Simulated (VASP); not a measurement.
VASP ran on this input.

**INCAR**
```
ALGO = Normal
EDIFF = 1E-7
ENCUT = 520
GGA = RP
ISIF = 2
ISMEAR = -5
LASPH = .True.
LCHARG = .True.
LEFG = .True.
LMAXMIX = 4
LORBIT = 11
LREAL = .False.
LWAVE = .False.
NEDOS = 601
NELM = 100
PREC = Accurate
SYSTEM = AgI
```

KPOINTS:
```
Regular mesh
0
gamma
 6 6 3
0 0 0
```

### POSCAR
```
AgI
1
    2.4011967318    -4.1589951900     0.0000000000
    2.4011967318     4.1589951900    -0.0000000000
    0.0000000000     0.0000000000     7.8493631500
Ag I
2 2
Direct
  0.6666670000   0.3333330000   0.5001454028
  0.3333330000   0.6666670000   0.0001454028
  0.6666670000   0.3333330000   0.8748545972
  0.3333330000   0.6666670000   0.3748545972
```

POTCAR, in this order: Ag I (PBE.64 set). Program: vasp_std.

### Question
Write an equivalent input for Ansatz.

### Answer
One equivalent input (not run):
Ansatz 0.2 input:
```yaml
crystal:
  lattice:
    - [2.4011967, -4.1589952, 0.0000000]
    - [2.4011967, 4.1589952, 0.0000000]
    - [0.0000000, 0.0000000, 7.8493632]
  atoms:
    - { symbol: Ag, position: [0.6666670, 0.3333330, 0.5001454] }
    - { symbol: Ag, position: [0.3333330, 0.6666670, 0.0001454] }
    - { symbol: I, position: [0.6666670, 0.3333330, 0.8748546] }
    - { symbol: I, position: [0.3333330, 0.6666670, 0.3748546] }
kpoints:
  mp_grid: { grid: [6, 6, 3] }
hamiltonian:
  xc: rpbe
  pseudopotentials: { kind: paw }
scf:
  occupations: { method: tetrahedron }
  max_iter: 100
output: { forces: true, stress: true, eigenvalues: true }
```
What does not carry over: each code has its own PAW files, so the cut-off isn't converted (ENCUT is set for VASP's; basis.ecutwfc is left out, and Ansatz then takes the one that its files recommend); Ansatz stops its SCF on the density residual and VASP on the energy change (EDIFF); the field gradients of LEFG aren't asked of the other code.

The compound is AgI in the wurtzite structure. It was relaxed first, which changed the volume by +14 %.
